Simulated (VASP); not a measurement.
The cell holds one CsI (CsCl type) (110) slab, with vacuum along c, ions free to move until forces fall under 0.03 eV/Å, no reconstruction beyond this cell, dipole correction on. Ionisation potential and electron affinity count from the cell's own band edges, surface states included.

Consider the following.

```
CsI
1.0
    4.51698     0.00000     0.00000
    0.00000     6.38797     0.00000
    0.00000     0.00000    24.40793
Cs I
3 3
Direct
  0.00000   0.50000   0.37073
  0.00000   0.00000   0.50000
  0.00000   0.50000   0.62927
  0.50000   0.00000   0.36875
  0.50000   0.50000   0.50000
  0.50000   0.00000   0.63125
```

All values below come from PBEsol GGA, VASP's PBE PAW potentials (set 64) (plane waves; VASP). Numerical set-up: 400 eV cut-off, 5×3×1 Γ-centred mesh, Gaussian smearing of 0.050 eV, potentials Cs_sv I.

Slab and bulk use different k-meshes, so the surface energy is good to a few per cent at best. Unless said otherwise, spin-orbit coupling is left out, though it shifts the bands of the heavy elements here.

Problem. Predict its surface energy, ionisation potential, electron affinity, band gap (on the k-mesh).

Solution. 
```yaml
surface_energy: 0.13 J/m^2
ionisation_potential: 4.90 eV
electron_affinity: 1.55 eV
band gap (on the k-mesh): 3.35 eV
```

The cell is a thin slab with vacuum, built from CsI (CsCl type): (110) face.
